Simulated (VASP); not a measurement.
LiBiS3: relaxation of cell and atoms with BLYP+D3(BJ)

The system is LiBiS3.

```
Li Bi S
1.0
     4.56144    0.00000    0.00000
     0.00000    4.56144    0.00000
     0.00000    0.00000    4.56144
Li Bi S
1 1 3
Direct
  0.50000 0.50000 0.50000
  0.00000 0.00000 0.00000
  0.50000 0.50000 0.00000
  0.00000 0.50000 0.50000
  0.50000 0.00000 0.50000
```

The cell was built by a generator and needn't be a form met in nature.

```yaml
Program: VASP 6.6.1
Task: relaxation of cell and atoms
Functional: BLYP
Dispersion: D3(BJ)
Potentials_or_basis: VASP PAW PBE potentials, release 64 (Li_sv, Bi_d, S)
Cutoff: 600 eV
k_mesh: 5 × 5 × 5
Occupations: fermi-dirac, width 0.05 eV
Spin: no spin polarisation
Further_INCAR_settings: ALGO = Normal; EDIFF = 1e-07; IBRION = 2; EDIFFG = -0.01; NSW = 40; ISIF = 3
```

* Relaxed volume: 18.44 Å³/atom
* Relaxed cell: a = 4.517 Å, b = 4.517 Å, c = 4.517 Å, α = 90.00°, β = 90.00°, γ = 90.00°
* Space group after relaxing (to 0.05 Å): Pm-3m (No. 221)
* Energy gained by relaxing: 2.8 meV/atom
* Ionic steps: 2
* Pressure after relaxing: 0.1 GPa
* Band gap on the k mesh: none (metal or under the smearing width)
* Dispersion energy per atom: -0.848 eV

The path:
```csv
step,energy change (eV),largest force (eV/Å),pressure (GPa),volume (Å³)
1,0.0000,0.0000,-1.69,94.91
2,-0.0141,0.0000,0.07,92.18
```

Final structure:
```xyz
5
Lattice="4.5174 0.0000 0.0000 0.0000 4.5174 0.0000 0.0000 0.0000 4.5174" Properties=species:S:1:pos:R:3 pbc="T T T"
Li    2.2587    2.2587    2.2587
Bi    0.0000    0.0000    0.0000
S     2.2587    2.2587    0.0000
S     0.0000    2.2587    2.2587
S     2.2587    0.0000    2.2587
```

Levels at points of the mesh, in eV from the Fermi level:
| k point | band 15 | band 16 | band 17 | band 18 | band 19 | band 20 | band 21 | band 22 |
| --- | --- | --- | --- | --- | --- | --- | --- | --- |
| (0.00, 0.00, 0.00) | -0.94 | -0.94 | -0.45 | -0.45 | -0.45 | 3.73 | 3.73 | 3.73 |

It took 48 s on 1 thread of Intel(R) Xeon(R) 6975P-C (Granite Rapids), with other jobs on the host, peak memory 0.23 GiB.

Caveat: the cutoff is under 1.25 times the usual one of these potentials, so pressure, stress and relaxed cells hold a basis-set (Pulay) error; the PAW data sets were made with another functional, which shifts forces and pressure a little; spin-orbit coupling is left out, which moves the levels of the heavy elements; pairwise dispersion overbinds metals, which lowers pressure and volume.
